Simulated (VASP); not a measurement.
Output of a VASP run:

File OSZICAR:
```
       N       E                     dE             d eps       ncg     rms          rms(c)
DAV:   1     0.171995301300E+03    0.17200E+03   -0.11601E+04  1504   0.126E+03
DAV:   2    -0.186032811054E+02   -0.19060E+03   -0.18746E+03  1895   0.342E+02
DAV:   3    -0.264523817889E+02   -0.78491E+01   -0.78093E+01  1883   0.673E+01
DAV:   4    -0.265577969399E+02   -0.10542E+00   -0.10526E+00  1960   0.831E+00
DAV:   5    -0.265595706323E+02   -0.17737E-02   -0.17736E-02  1958   0.109E+00    0.281E+01
DAV:   6    -0.254634355437E+02    0.10961E+01   -0.63193E+00  1704   0.187E+01    0.117E+01
DAV:   7    -0.253262514934E+02    0.13718E+00   -0.16436E+00  1671   0.732E+00    0.526E+00
DAV:   8    -0.252755796796E+02    0.50672E-01   -0.27784E-01  1752   0.389E+00    0.124E+00
DAV:   9    -0.252745679111E+02    0.10118E-02   -0.13506E-02  1998   0.831E-01    0.537E-01
DAV:  10    -0.252740698713E+02    0.49804E-03   -0.65175E-03  1785   0.640E-01    0.757E-02
DAV:  11    -0.252740224086E+02    0.47463E-04   -0.80341E-04  1553   0.217E-01    0.643E-02
DAV:  12    -0.252740272262E+02   -0.48176E-05   -0.61845E-05  1700   0.688E-02    0.139E-02
DAV:  13    -0.252740357702E+02   -0.85439E-05   -0.12613E-05  1734   0.268E-02    0.850E-03
DAV:  14    -0.252740356904E+02    0.79744E-07   -0.22371E-06  1246   0.950E-03
   1 F= -.25274036E+02 E0= -.25274036E+02  d E =-.252740E+02
```

### OUTCAR
```
------------------------ aborting loop because EDIFF is reached ----------------------------------------
  FORCE on cell =-STRESS in cart. coord.  units (eV):
  Direction    XX          YY          ZZ          XY          YZ          ZX
  --------------------------------------------------------------------------------------
  Total       -0.0102252     -0.0102252      0.0065750      0.0000000      0.0000000      0.0000000
  in kB       -0.3004773     -0.3004772      0.1932124      0.0000000      0.0000000      0.0000000
  external PRESSURE =      -0.1359140 kB  Pullay stress =       0.0000000 kB
  volume of cell :       54.52
      direct lattice vectors                 reciprocal lattice vectors
     1.574199012  0.908864149  6.351298744     0.317621848  0.183379075  0.052482704
    -1.574199012  0.908864149  6.351298744    -0.317621848  0.183379075  0.052482704
     0.000000000 -1.817728298  6.351298744     0.000000000 -0.366758149  0.052482704
 POSITION                                       TOTAL-FORCE (eV/Angst)
 -----------------------------------------------------------------------------------
      0.00000      0.00000      0.01314         0.000000      0.000000     -0.017343
      0.00000      0.00000      4.79700         0.000000     -0.000000      0.005597
      0.00000      0.00000      7.93120         0.000000     -0.000000      0.011746
 -----------------------------------------------------------------------------------
    total drift:                               -0.000000     -0.000002      0.000140
  FREE ENERGIE OF THE ION-ELECTRON SYSTEM (eV)
  ---------------------------------------------------
  free  energy   TOTEN  =       -25.2740356904 eV

  energy  without entropy=      -25.2740356904  energy(sigma->0) =      -25.27403569

 reached required accuracy - stopping structural energy minimisation
```
(Selected blocks of OUTCAR.)

**POSCAR**
```
WS2
1
    1.5741990119     0.9088641489     6.3512987437
   -1.5741990119     0.9088641489     6.3512987437
   -0.0000000000    -1.8177282978     6.3512987437
W S
1 2
Direct
  0.0006896789   0.0006896789   0.0006896789
  0.2517593971   0.2517593971   0.2517593971
  0.4162509241   0.4162509241   0.4162509241
```

**Question.** Write an INCAR and KPOINTS that could have produced this output.

**Answer.** One answer among several that fit: the input of the run itself, PBEsol GGA, plane waves, VASP's PBE PAW potentials (set 64).

INCAR:
```
ALGO = Normal
EDIFF = 1E-6
EDIFFG = -0.02
ENCUT = 400
GGA = PS
IBRION = 2
ISIF = 3
ISMEAR = 0
LASPH = T
LCHARG = F
LMAXMIX = 6
LREAL = F
LWAVE = F
NELM = 100
NSW = 60
PREC = Accurate
SIGMA = 0.05
SYSTEM = WS2
```

### KPOINTS
```
K-points
0
G
  7 7 7
0 0 0
```

POTCAR, in this order: W_sv S (PBE.64 set). Program: vasp_std.

Without a dispersion term in the relaxation, distances and binding between the weakly bound layers, chains or molecules are unreliable, and so is what depends on them.

The structure comes from a measured WS2 entry (R3m) of the Crystallography Open Database, whose conditions weren't checked. It was relaxed first. The start is the result of an earlier pass.
